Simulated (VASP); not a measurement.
# Cu5Pt2 (F-43m) in VASP: single point with PBE

Aim: the single point of Cu5Pt2 with PBE.

Program: VASP 6.6.1. These are calculated values, not measurements. Logs are shortened: lines on timing, memory, paths and dates and some standing lists are left out, and cuts for length are marked.

## Step 1: The cell of the first run

The structure is cubic, space group F-43m (No. 216). The conventional cell has a = 8.416 Å, b = 8.416 Å, c = 8.416 Å, α = 90.00°, β = 90.00°, γ = 90.00°. Cu (site symmetry 3m) is surrounded by 1 Pt at 2.25 Å and 3 Cu at 2.28 Å. Cu (site symmetry -43m) is surrounded by 12 Cu at 3.59 Å and 8 Pt at 3.64 Å. Pt (site symmetry -43m) has 16 Cu at 3.44 to 3.64 Å as nearest neighbours. Pt (site symmetry -43m) has 4 Cu at 2.25 Å as nearest neighbours.

The cell was built by a generator and needn't be a form met in nature.

## Step 2: Single point, PBE (random cell by space group and Wyckoff sites (F-43m, No. 216))

Contents of INCAR:

```
PREC = Accurate
ENCUT = 520
EDIFF = 1E-7
ISMEAR = 0
SIGMA = 0.1
LREAL = F
LASPH = T
NELM = 100
ALGO = Fast
ISIF = 2
LWAVE = F
LCHARG = T
GGA = PE
LELF = T
LVHAR = T
NBANDS = 46
```

Contents of KPOINTS:

```
regular mesh
0
Gamma
  8 8 8
```

Contents of POSCAR:

```
Cu5Pt2
1.0
    0.0000000000      4.2080315868      4.2080315868
    4.2080315868      0.0000000000      4.2080315868
    4.2080315868      4.2080315868      0.0000000000
Cu Pt
5 2
Direct
    0.5958708670      0.2123873991      0.5958708670
    0.5958708670      0.5958708670      0.5958708670
    0.2123873991      0.5958708670      0.5958708670
    0.5958708670      0.5958708670      0.2123873991
    0.0000000000      0.0000000000      0.0000000000
    0.2500000000      0.2500000000      0.2500000000
    0.7500000000      0.7500000000      0.7500000000
```

Potentials or basis: VASP PAW PBE potentials, release 64 (Cu, Pt).

Run with:

```bash
$ cat potpaw_PBE.64/Cu/POTCAR potpaw_PBE.64/Pt/POTCAR > POTCAR
$ mpirun -np 1 vasp_std > vasp.out
```

OUTCAR:

```text
PREC = Accurate
   ENCUT = 520
   EDIFF = 1E-7
   ISMEAR = 0
   LREAL = F
   LASPH = T
   NELM = 100
   ISIF = 2
   GGA = PE

 ion  position               nearest neighbor table
   1  0.596  0.212  0.596-   7 2.25   3 2.28   4 2.28   2 2.28
   2  0.596  0.596  0.596-   7 2.25   3 2.28   4 2.28   1 2.28
   3  0.212  0.596  0.596-   7 2.25   2 2.28   4 2.28   1 2.28
   4  0.596  0.596  0.212-   7 2.25   2 2.28   3 2.28   1 2.28
   5  0.000  0.000  0.000-
   6  0.250  0.250  0.250-
   7  0.750  0.750  0.750-   2 2.25   1 2.25   3 2.25   4 2.25

  LATTYP: Found a face centered cubic cell.
 ALAT       =     8.4160631736

  Lattice vectors:

 A1 = (   0.0000000000,   4.2080315868,   4.2080315868)
 A2 = (   4.2080315868,   0.0000000000,   4.2080315868)
 A3 = (   4.2080315868,   4.2080315868,   0.0000000000)

Analysis of symmetry for initial positions (statically):
=====================================================================
 Subroutine PRICEL returns:
 Original cell was already a primitive cell.

 Routine SETGRP: Setting up the symmetry group for a
 face centered cubic supercell.

 Subroutine GETGRP returns: Found 24 space group operations
 (whereof 24 operations were pure point group operations)
 out of a pool of 48 trial point group operations.

The static configuration has the point symmetry T_d .

Analysis of symmetry for dynamics (positions and initial velocities):
=====================================================================
 Subroutine PRICEL returns:
 Original cell was already a primitive cell.

 Routine SETGRP: Setting up the symmetry group for a
 face centered cubic supercell.

 Subroutine GETGRP returns: Found 24 space group operations
 (whereof 24 operations were pure point group operations)
 out of a pool of 48 trial point group operations.

The dynamic configuration has the point symmetry T_d .

 Subroutine INISYM returns: Found 24 space group operations
 (whereof 24 operations are pure point group operations),
 and found     1 'primitive' translations

----------------------------------------------------------------------------------------

                                     Primitive cell

  volume of cell :     149.0277

  direct lattice vectors                    reciprocal lattice vectors
     0.000000000  4.208031587  4.208031587    -0.118820401  0.118820401  0.118820401
     4.208031587  0.000000000  4.208031587     0.118820401 -0.118820401  0.118820401
     4.208031587  4.208031587  0.000000000     0.118820401  0.118820401 -0.118820401

  length of vectors
     5.951055341  5.951055341  5.951055341     0.205802971  0.205802971  0.205802971

  position of ions in fractional coordinates (direct lattice)
     0.595870867  0.212387399  0.595870867
     0.595870867  0.595870867  0.595870867
     0.212387399  0.595870867  0.595870867
     0.595870867  0.595870867  0.212387399
     0.000000000  0.000000000  0.000000000
     0.250000000  0.250000000  0.250000000
     0.750000000  0.750000000  0.750000000

  ion indices of the primitive-cell ions
   primitive index   ion index
                 1           1
                 2           2
                 3           3
                 4           4
                 5           5
                 6           6
                 7           7

----------------------------------------------------------------------------------------

 KPOINTS: regular mesh

Automatic generation of k-mesh.
 Grid dimensions read from file:
 generate k-points for:    8    8    8

 Generating k-lattice:

  Cartesian coordinates                     Fractional coordinates (reciprocal lattice)
    -0.014852550  0.014852550  0.014852550     0.125000000  0.000000000  0.000000000
     0.014852550 -0.014852550  0.014852550     0.000000000  0.125000000  0.000000000
     0.014852550  0.014852550 -0.014852550     0.000000000  0.000000000  0.125000000

  Length of vectors
     0.025725371  0.025725371  0.025725371

  Shift w.r.t. Gamma in fractional coordinates (k-lattice)
     0.000000000  0.000000000  0.000000000

 Subroutine IBZKPT returns following result:
 ===========================================

 Found     29 irreducible k-points:

 Following reciprocal coordinates:
            Coordinates               Weight
  0.000000  0.000000  0.000000      1.000000
  0.125000  0.000000  0.000000      8.000000
  0.250000  0.000000  0.000000      8.000000
  0.375000  0.000000  0.000000      8.000000
  0.500000  0.000000  0.000000      4.000000
  0.125000  0.125000  0.000000      6.000000
[... 16 lines left out ...]
  0.500000  0.250000  0.125000     48.000000
 -0.375000  0.250000  0.125000     24.000000
 [... further k-points ...]
   k-points           NKPTS =     29   k-points in BZ     NKDIM =     29   number of bands    NBANDS=     46
   number of dos      NEDOS =    301   number of ions     NIONS =      7
   total plane-waves  NPLWV = 110592
   dimension x,y,z NGX =    48 NGY =   48 NGZ =   48
   dimension x,y,z NGXF=    96 NGYF=   96 NGZF=   96
   ions per type =               5   2
   NGX,Y,Z   is equivalent  to a cutoff of  13.41, 13.41, 13.41 a.u.
   NGXF,Y,Z  is equivalent  to a cutoff of  26.82, 26.82, 26.82 a.u.
 SYSTEM =  unknown system
   PREC   = accura    normal or accurate (medium, high low for compatibility)
   ISTART =      0    job   : 0-new  1-cont  2-samecut
   ICHARG =      2    charge: 1-file 2-atom 10-const
   ISPIN  =      1    spin polarized calculation?
   LNONCOLLINEAR =      F non collinear calculations
   LSORBIT =      F    spin-orbit coupling
   LASPH  =      T    aspherical Exc in radial PAW
   ENCUT  =  520.0 eV  38.22 Ry    6.18 a.u.  11.07 11.07 11.07*2*pi/ulx,y,z
   NELM   =    100;   NELMIN=  2; NELMDL= -5     # of ELM steps
   EDIFF  = 0.1E-06   stopping-criterion for ELM
   LREAL  =      F    real-space projection
   EDIFFG = 0.1E-05   stopping-criterion for IOM
   NSW    =      0    number of steps for IOM
   IBRION =     -1    ionic relax: 0-MD 1-quasi-New 2-CG
   NFREE  =      0    steps in history (QN), initial steepest desc. (CG)
   ISIF   =      2    stress and relaxation
   ISYM   =      2    0-nonsym 1-usesym 2-fastsym
   POTIM  = 0.5000    time-step for ionic-motion
   TEBEG  =    0.0;   TEEND  =   0.0 temperature during run
   PSTRESS=    0.0 pullay stress
   NELECT =      75.0000    total number of electrons
   NUPDOWN=      -1.0000    fix difference up-down
   EMIN   =  10.00;   EMAX   =-10.00  energy-range for DOS
   EFERMI =   0.00;   METHOD = LEGACY
   ISMEAR =     0;   SIGMA  =   0.10  broadening in eV -4-tet -1-fermi 0-gaus
   EFERMI_NEDOS =   21; number of points for ismear=-14 and -15
   IALGO  =     68    algorithm
   IMIX   =      4    mixing-type and parameters
     AMIX     =   0.40;   BMIX     =  1.00
     AMIX_MAG =   1.60;   BMIX_MAG =  1.00
  volume/ion in A,a.u.               =      21.29       143.67
  Fermi-wavevector in a.u.,A,eV,Ry     =   1.302186  2.460774 23.071231  1.695688
  Thomas-Fermi vector in A             =   2.433270
   LORBIT       =      0    0 simple, 1 ext, 2 COOP (PROOUT), +10 PAW based schemes
   GGA     = PE    functional components
   LHFCALC =     F    Hartree Fock is set to
   AEXX    =    0.0000 exact exchange contribution
   IVDW    =     0    specifies the selected vdW correction
   LEPSILON=     F    determine dielectric tensor
   LRPA    =     F    only Hartree local field effects (RPA)
 non-spin polarized calculation
 RMM-DIIS sequential band-by-band and
 Gauss-broadening in eV      SIGMA  =   0.10
  energy-cutoff  :      520.00
  volume of cell :      149.03
 maximum number of plane-waves:      4044
 NGX is ok and might be reduce to    48
   NGX = 23   NGY = 23   NGZ = 23

 number of electron      74.9999991 magnetization

 Free energy of the ion-electron system (eV)
  ---------------------------------------------------
  ext. energy  EPLUGINS =         0.00000000
  ---------------------------------------------------
  free energy    TOTEN  =       -21.93149169 eV

  energy without entropy =      -21.89851592  energy(sigma->0) =      -21.91500381

 E-fermi :   2.7682     XC(G=0):  -9.9215

 val. band max:        2.7472682298   @ k =   0.5000   0.3750   0.0000
 cond. band min:       2.7808026915   @ k =   0.5000   0.5000   0.0000
 fundamental gap:      0.0335344617
 Fermi energy:         2.7681904609

 k-point     1 :       0.0000    0.0000    0.0000
  band No.  band energies     occupation
      1      -3.5540      2.00000
      2      -0.9763      2.00000
      3      -0.7746      2.00000
      4      -0.7746      2.00000
      5      -0.7746      2.00000
      6      -0.7384      2.00000
[... 38 lines left out ...]
     45       6.4916      0.00000
     46       7.7648      0.00000

 k-point     2 :       0.1250    0.0000    0.0000
  band No.  band energies     occupation
      1      -3.4761      2.00000
      2      -1.1415      2.00000
      3      -0.7932      2.00000
      4      -0.7932      2.00000
      5      -0.7352      2.00000
      6      -0.7352      2.00000
[... 38 lines left out ...]
     45       7.2757      0.00000
     46       7.5218      0.00000

 k-point     3 :       0.2500    0.0000    0.0000
  band No.  band energies     occupation
      1      -3.2649      2.00000
      2      -1.3291      2.00000
      3      -0.8308      2.00000
      4      -0.8308      2.00000
      5      -0.7243      2.00000
      6      -0.7243      2.00000
[... 38 lines left out ...]
     45       7.7561      0.00000
     46       7.7561      0.00000

 k-point     4 :       0.3750    0.0000    0.0000
  band No.  band energies     occupation
      1      -3.0064      2.00000
      2      -1.4245      2.00000
      3      -0.8608      2.00000
      4      -0.8608      2.00000
      5      -0.7128      2.00000
      6      -0.7128      2.00000
[... 920 lines left out ...]
     45       7.9731      0.00000
     46       8.2823      0.00000

 k-point    23 :       0.5000    0.2500    0.1250
  band No.  band energies     occupation
      1      -2.8717      2.00000
      2      -1.4436      2.00000
      3      -1.0530      2.00000
      4      -0.9555      2.00000
      5      -0.7027      2.00000
      6      -0.6262      2.00000
[... 38 lines left out ...]
     45       8.0853      0.00000
     46       8.4598      0.00000

 k-point    24 :      -0.3750    0.2500    0.1250
  band No.  band energies     occupation
      1      -2.7663      2.00000
      2      -1.4490      2.00000
      3      -1.0721      2.00000
      4      -0.9684      2.00000
      5      -0.6547      2.00000
      6      -0.6347      2.00000
[... 38 lines left out ...]
     45       7.7566      0.00000
     46       8.8885      0.00000

 [... further k-points ...]

------------------------ aborting loop because EDIFF is reached ----------------------------------------

  FORCE on cell =-STRESS in cart. coord.  units (eV):
  Direction    XX          YY          ZZ          XY          YZ          ZX
  --------------------------------------------------------------------------------------
  -------------------------------------------------------------------------------------
  Total        0.1013344      0.1013344      0.1013344      0.0000000      0.0000000      0.0000000
  in kB        1.0894326      1.0894326      1.0894326      0.0000000      0.0000000      0.0000000
  external PRESSURE =       1.0894326 kB  Pullay stress =       0.0000000 kB

 VOLUME and BASIS-vectors are now :
 -----------------------------------------------------------------------------
  energy-cutoff  :      520.00
  volume of cell :      149.03
      direct lattice vectors                 reciprocal lattice vectors
     0.000000000  4.208031587  4.208031587    -0.118820401  0.118820401  0.118820401
     4.208031587  0.000000000  4.208031587     0.118820401 -0.118820401  0.118820401
     4.208031587  4.208031587  0.000000000     0.118820401  0.118820401 -0.118820401

 POSITION                                       TOTAL-FORCE (eV/Angst)
 -----------------------------------------------------------------------------------
      3.40118      5.01489      3.40118        -0.020476      0.020476     -0.020476
      5.01489      5.01489      5.01489         0.020476      0.020476      0.020476
      5.01489      3.40118      3.40118         0.020476     -0.020476     -0.020476
      3.40118      3.40118      5.01489        -0.020476     -0.020476      0.020476
      0.00000      0.00000      0.00000        -0.000000     -0.000000      0.000000
      2.10402      2.10402      2.10402        -0.000000     -0.000000      0.000000
      6.31205      6.31205      6.31205         0.000000     -0.000000      0.000000
 -----------------------------------------------------------------------------------
    total drift:                               -0.000008     -0.000008     -0.000008

  FREE ENERGIE OF THE ION-ELECTRON SYSTEM (eV)
  ---------------------------------------------------
  free  energy   TOTEN  =       -21.9314916935 eV

  energy  without entropy=      -21.8985159170  energy(sigma->0) =      -21.91500381
```

Wall time 5.9 min (1 thread of Intel Xeon Platinum 8488C (Sapphire Rapids), shared host); peak memory 0.42 GiB.

Results:

- Free energy: -21.9315 eV
- Pressure: 0.1 GPa
- Largest force: 0.035 eV/Å
- Band gap on the k mesh: none (metal or under the smearing width)

Forces in eV/Å, atoms in the order of the input:
```
Cu  -0.020  0.020 -0.020
Cu   0.020  0.020  0.020
Cu   0.020 -0.020 -0.020
Cu  -0.020 -0.020  0.020
Cu   0.000  0.000  0.000
Pt   0.000  0.000  0.000
Pt   0.000  0.000  0.000
```

Spin-orbit coupling is left out, which matters for the levels of Pt.
